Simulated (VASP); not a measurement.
# InSb (F-43m) in VASP: further runs, part 2 of 2

VASP 6.6.1. Earlier steps stand in the parts before.

### Step 4. Single point, PBE

INCAR

```
SYSTEM = InSb
ALGO = Fast
EDIFF = 1E-6
ENCUT = 520
GGA = PE
ISIF = 2
ISMEAR = -1
KPAR = 4
LASPH = .True.
LCHARG = .False.
LREAL = .False.
LWAVE = .False.
NELM = 80
PREC = Accurate
SIGMA = 0.05
```

KPOINTS

```
k-points
0
Gamma
  8 8 8
  0 0 0
```

POSCAR

```
InSb
1.0
    0.0000000000      3.2391000000      3.2391000000
    3.2391000000      0.0000000000      3.2391000000
    3.2391000000      3.2391000000      0.0000000000
In Sb
1 1
Direct
    0.0000000000      0.0000000000      0.0000000000
    0.2500000000      0.2500000000      0.2500000000
```

Potentials or basis: VASP PAW PBE potentials, release 64 (In_d, Sb).

Launch:

```console
cat potpaw_PBE.64/In_d/POTCAR potpaw_PBE.64/Sb/POTCAR > POTCAR
mpirun -np 4 vasp_std > vasp.out
```

OUTCAR:

```text
SYSTEM = InSb
   EDIFF = 1E-6
   ENCUT = 520
   GGA = PE
   ISIF = 2
   ISMEAR = -1
   LASPH = .True.
   LREAL = .False.
   NELM = 80
   PREC = Accurate

 ion  position               nearest neighbor table
   1  0.000  0.000  0.000-   2 2.81   2 2.81   2 2.81   2 2.81
   2  0.250  0.250  0.250-   1 2.81   1 2.81   1 2.81   1 2.81

  LATTYP: Found a face centered cubic cell.
 ALAT       =     6.4782000000

  Lattice vectors:

 A1 = (   0.0000000000,   3.2391000000,   3.2391000000)
[... 572 lines left out ...]
------------------------ aborting loop because EDIFF is reached ----------------------------------------

  FORCE on cell =-STRESS in cart. coord.  units (eV):
  Direction    XX          YY          ZZ          XY          YZ          ZX
  --------------------------------------------------------------------------------------
  -------------------------------------------------------------------------------------
  Total        1.3358474      1.3358474      1.3358474     -0.0000000     -0.0000000     -0.0000000
  in kB       31.4893976     31.4893976     31.4893976     -0.0000000     -0.0000000     -0.0000000
  external PRESSURE =      31.4893976 kB  Pullay stress =       0.0000000 kB

 VOLUME and BASIS-vectors are now :
 -----------------------------------------------------------------------------
  energy-cutoff  :      520.00
  volume of cell :       67.97
      direct lattice vectors                 reciprocal lattice vectors
     0.000000000  3.239100000  3.239100000    -0.154363867  0.154363867  0.154363867
     3.239100000  0.000000000  3.239100000     0.154363867 -0.154363867  0.154363867
     3.239100000  3.239100000  0.000000000     0.154363867  0.154363867 -0.154363867

 POSITION                                       TOTAL-FORCE (eV/Angst)
 -----------------------------------------------------------------------------------
      0.00000      0.00000      0.00000         0.000000      0.000000      0.000000
      1.61955      1.61955      1.61955        -0.000000     -0.000000     -0.000000
 -----------------------------------------------------------------------------------
    total drift:                               -0.000000     -0.000000     -0.000000

  FREE ENERGIE OF THE ION-ELECTRON SYSTEM (eV)
  ---------------------------------------------------
  free  energy   TOTEN  =        -6.9023185547 eV

  energy  without entropy=       -6.9017996703  energy(sigma->0) =       -6.90205911
```

OSZICAR:

```text
N       E                     dE             d eps       ncg     rms          rms(c)
DAV:   1     0.112373566821E+03    0.11237E+03   -0.80858E+03   754   0.140E+03
DAV:   2     0.105191131616E+01   -0.11132E+03   -0.10853E+03   769   0.315E+02
DAV:   3    -0.678462309418E+01   -0.78365E+01   -0.77513E+01   969   0.897E+01
DAV:   4    -0.700261419891E+01   -0.21799E+00   -0.21790E+00   890   0.170E+01
DAV:   5    -0.701324225323E+01   -0.10628E-01   -0.10628E-01  1130   0.322E+00    0.418E+00
RMM:   6    -0.691428203720E+01    0.98960E-01   -0.14929E-01   864   0.481E+00    0.240E+00
RMM:   7    -0.690103952486E+01    0.13243E-01   -0.98107E-02   806   0.244E+00    0.582E-01
RMM:   8    -0.690130327211E+01   -0.26375E-03   -0.15097E-02   844   0.182E+00    0.151E-01
RMM:   9    -0.690207495520E+01   -0.77168E-03   -0.48196E-03  1007   0.785E-01    0.104E-01
RMM:  10    -0.690223777242E+01   -0.16282E-03   -0.15111E-03  1268   0.447E-01    0.956E-02
RMM:  11    -0.690227760705E+01   -0.39835E-04   -0.13262E-04  1120   0.116E-01    0.786E-02
RMM:  12    -0.690231745649E+01   -0.39849E-04   -0.10169E-04   923   0.712E-02    0.454E-02
RMM:  13    -0.690231796860E+01   -0.51211E-06   -0.13814E-05   829   0.361E-02    0.110E-02
RMM:  14    -0.690231855467E+01   -0.58607E-06   -0.54551E-06   917   0.230E-02
   1 F= -.69023186E+01 E0= -.69020591E+01  d E =-.518884E-03
```

Wall time 13 s (4 MPI ranks of Intel Xeon Platinum 8488C (Sapphire Rapids), shared host); peak memory 0.2 GiB.

Results:

```
Free energy            : -6.9023 eV
Pressure               : 3.1 GPa
Band gap on the k mesh : none (metal or under the smearing width)
```

Levels at points of the mesh, in eV from the Fermi level:
```tsv
k point	band 7	band 8	band 9	band 10	band 11	band 12
(0.00, 0.00, 0.00)	-0.23	-0.05	-0.05	-0.05	2.91	2.91
(0.50, 0.00, 0.00)	-5.67	-1.05	-1.05	0.49	3.77	3.77
(0.50, 0.50, 0.00)	-5.96	-2.31	-2.31	1.28	1.30	8.11
```

Caveat: this crystal is a semiconductor, whose small gap the functional closes, so the metal is an error of the method. Spin-orbit coupling is left out, which matters for the levels of Sb.

### Step 5. Single point, r2SCAN

INCAR

```
SYSTEM = InSb
ALGO = Normal
EDIFF = 1E-6
ENCUT = 520
ISIF = 2
ISMEAR = -1
KPAR = 4
LASPH = .True.
LCHARG = .False.
LMIXTAU = .True.
LREAL = .False.
LWAVE = .False.
METAGGA = R2SCAN
NELM = 80
PREC = Accurate
SIGMA = 0.05
```

KPOINTS is that of step 4.

POSCAR is that of step 4.

Launch:

```console
cat potpaw_PBE.64/In_d/POTCAR potpaw_PBE.64/Sb/POTCAR > POTCAR
mpirun -np 4 vasp_std > vasp.out
```

Run time: 40 s. Hardware: 4 MPI ranks of Intel Xeon Platinum 8488C (Sapphire Rapids), shared host; peak memory 0.22 GiB.

The run converged. Its results:

| Item | Value |
| --- | --- |
| Free energy | -48.7515 eV |
| Pressure | 1.7 GPa |
| Band gap on the k mesh | 0.24 eV, direct |

Levels at points of the mesh, in eV from the valence-band top:
| k point | band 7 | band 8 | band 9 | band 10 | band 11 | band 12 |
| --- | --- | --- | --- | --- | --- | --- |
| (0.00, 0.00, 0.00) | 0.00 | 0.00 | 0.00 | 0.24 | 3.22 | 3.22 |
| (0.50, 0.00, 0.00) | -5.78 | -1.05 | -1.05 | 0.84 | 4.10 | 4.10 |
| (0.50, 0.50, 0.00) | -6.07 | -2.36 | -2.36 | 1.55 | 1.57 | 8.74 |

Caveat: the PAW data sets were made with another functional, which shifts forces and pressure a little; spin-orbit coupling is left out, which moves the levels of the heavy elements.

### Step 6. Single point, PBEsol, spin-orbit coupling, no magnetisation

INCAR

```
SYSTEM = InSb
ALGO = Fast
EDIFF = 1E-6
ENCUT = 520
GGA = PS
GGA_COMPAT = .False.
ISIF = 2
ISMEAR = -1
KPAR = 4
LASPH = .True.
LCHARG = .False.
LORBIT = 11
LREAL = .False.
LSORBIT = .True.
LWAVE = .False.
MAGMOM = 0 0 0 0 0 0
NELM = 80
PREC = Accurate
SIGMA = 0.05
```

KPOINTS is that of step 5.

POSCAR is that of step 5.

Potentials or basis: VASP PAW PBE potentials, release 64 (In_d, Sb).

Launch:

```console
cat potpaw_PBE.64/In_d/POTCAR potpaw_PBE.64/Sb/POTCAR > POTCAR
mpirun -np 4 vasp_ncl > vasp.out
```

It took 76 s on 4 MPI ranks of Intel Xeon Platinum 8488C (Sapphire Rapids), shared host; peak memory 0.45 GiB.

Results (log left out):

```
Free energy                                           : -7.7945 eV
Pressure                                              : 0.9 GPa
Valence electrons inside the program's atomic spheres : In 11.46; Sb 2.49
```

Caveat: the PAW data sets were made with another functional, which shifts forces and pressure a little.

### Step 7. Single point, HSE06

POSCAR is that of step 6.

INCAR.step1

```
SYSTEM = InSb
ALGO = Normal
EDIFF = 1E-5
ENCUT = 520
GGA = PE
ISIF = 2
ISMEAR = -1
KPAR = 4
LASPH = .True.
LCHARG = .False.
LREAL = .False.
LWAVE = .True.
NELM = 80
PREC = Accurate
SIGMA = 0.05
```

INCAR.step2

```
SYSTEM = InSb
ALGO = Normal
EDIFF = 1E-6
ENCUT = 520
GGA = PE
HFSCREEN = 0.2
ISIF = 2
ISMEAR = -1
ISTART = 1
KPAR = 4
LASPH = .True.
LCHARG = .False.
LHFCALC = .True.
LREAL = .False.
LWAVE = .False.
NELM = 80
PREC = Accurate
PRECFOCK = Normal
SIGMA = 0.05
```

KPOINTS

```
k-points
0
Gamma
  5 5 5
  0 0 0
```

Launch:

```console
cat potpaw_PBE.64/In_d/POTCAR potpaw_PBE.64/Sb/POTCAR > POTCAR
cp INCAR.step1 INCAR
mpirun -np 4 vasp_std > vasp.out
cp INCAR.step2 INCAR
mpirun -np 4 vasp_std > vasp.out
```

It took 7 min on 4 MPI ranks of Intel Xeon Platinum 8488C (Sapphire Rapids), shared host; peak memory 0.32 GiB.

The run converged. Its results:

* Free energy: -8.4486 eV
* Pressure: 1.0 GPa
* Band gap on the k mesh: 0.55 eV, direct

Levels at points of the mesh, in eV from the valence-band top:
| k point | band 6 | band 7 | band 8 | band 9 | band 10 | band 11 | band 12 | band 13 |
| --- | --- | --- | --- | --- | --- | --- | --- | --- |
| (0.00, 0.00, 0.00) | -11.74 | 0.00 | 0.00 | 0.00 | 0.55 | 3.66 | 3.66 | 3.66 |

Caveat: the PAW data sets were made with another functional, which shifts forces and pressure a little; spin-orbit coupling is left out, which moves the levels of the heavy elements.

### Step 8. The runs side by side

| level | potentials or basis | spin | k mesh | cutoff (eV) | further INCAR settings | grid for exact exchange (PRECFOCK) | screening parameter | gap on the mesh (eV) | pressure (GPa) |
| --- | --- | --- | --- | --- | --- | --- | --- | --- | --- |
| LDA | VASP PAW LDA potentials, release 64 (In_d, Sb) | off | 8 × 8 × 8 | 520 | ALGO = Fast; EDIFF = 1e-06 | - | - | none | -0.5 |
| PBEsol | VASP PAW PBE potentials, release 64 (In_d, Sb) | off | 8 × 8 × 8 | 250 | ALGO = Fast; EDIFF = 1e-06 | - | - | none | - |
| PBE | VASP PAW PBE potentials, release 64 (In_d, Sb) | off | 8 × 8 × 8 | 520 | ALGO = Fast; EDIFF = 1e-06 | - | - | none | 3.1 |
| r2SCAN | VASP PAW PBE potentials, release 64 (In_d, Sb) | off | 8 × 8 × 8 | 520 | ALGO = Normal; EDIFF = 1e-06 | - | - | 0.24 | 1.7 |
| PBEsol | VASP PAW PBE potentials, release 64 (In_d, Sb) | SOC, no magnetisation | 8 × 8 × 8 | 520 | ALGO = Fast; EDIFF = 1e-06 | - | - | - | 0.9 |
| HSE06 | VASP PAW PBE potentials, release 64 (In_d, Sb) | off | 5 × 5 × 5 | 520 | ALGO = Normal; EDIFF = 1e-06 | Normal | 0.2 1/A | 0.55 | 1.0 |

Alike in all rows: task single point; cell as given; smearing fermi-dirac 0.05 eV.

Caveats: the PAW data sets were made with another functional, which shifts forces and pressure a little (some runs); this crystal is a semiconductor, whose small gap the functional closes, so the metal is an error of the method (some runs); spin-orbit coupling is left out, which moves the levels of the heavy elements (some runs); the cutoff is under 1.25 times the usual one of these potentials, so pressure, stress and relaxed cells hold a basis-set (Pulay) error (some runs).

Total energies depend on the potentials used, so only differences within one code and one set of settings carry meaning.

### Step 9. How close it comes

Step 2. Measured gap of InSb: 0.24 eV (quoted in “Electronic Structure and Epitaxy of CdTe Shells on InSb Nanowires”, 2021, arxiv:2111.05126). This calculation gives 0.00 eV (-0.24 eV). Spin-orbit coupling on In, Sb is left out. The value is that of LDA on a finite k mesh, which can miss the band edges, without temperature or zero-point motion. Semilocal functionals fall short of measured gaps as a rule.

Step 3. Measured gap of InSb: 0.24 eV (quoted in “Electronic Structure and Epitaxy of CdTe Shells on InSb Nanowires”, 2021, arxiv:2111.05126). This calculation gives 0.00 eV (-0.24 eV). Spin-orbit coupling on In, Sb is left out. The value is that of PBEsol on a finite k mesh, which can miss the band edges, without temperature or zero-point motion. Semilocal functionals fall short of measured gaps as a rule.

Step 4. A measured gap of InSb is 0.24 eV (quoted in “Electronic Structure and Epitaxy of CdTe Shells on InSb Nanowires”, 2021, arxiv:2111.05126); the calculated 0.00 eV misses it by -0.24 eV. Spin-orbit coupling on In, Sb is left out. The value is that of PBE on a finite k mesh, which can miss the band edges, without temperature or zero-point motion. Semilocal functionals fall short of measured gaps as a rule.

Step 5. Measured gap of InSb: 0.24 eV (quoted in “Electronic Structure and Epitaxy of CdTe Shells on InSb Nanowires”, 2021, arxiv:2111.05126). This calculation gives 0.24 eV (0.00 eV). Spin-orbit coupling on In, Sb is left out. The value is that of r2SCAN, without temperature or zero-point motion.

Step 7. Measured gap of InSb: 0.24 eV (quoted in “Electronic Structure and Epitaxy of CdTe Shells on InSb Nanowires”, 2021, arxiv:2111.05126). This calculation gives 0.55 eV (+0.31 eV). Spin-orbit coupling on In, Sb is left out. The value is that of HSE06, without temperature or zero-point motion.
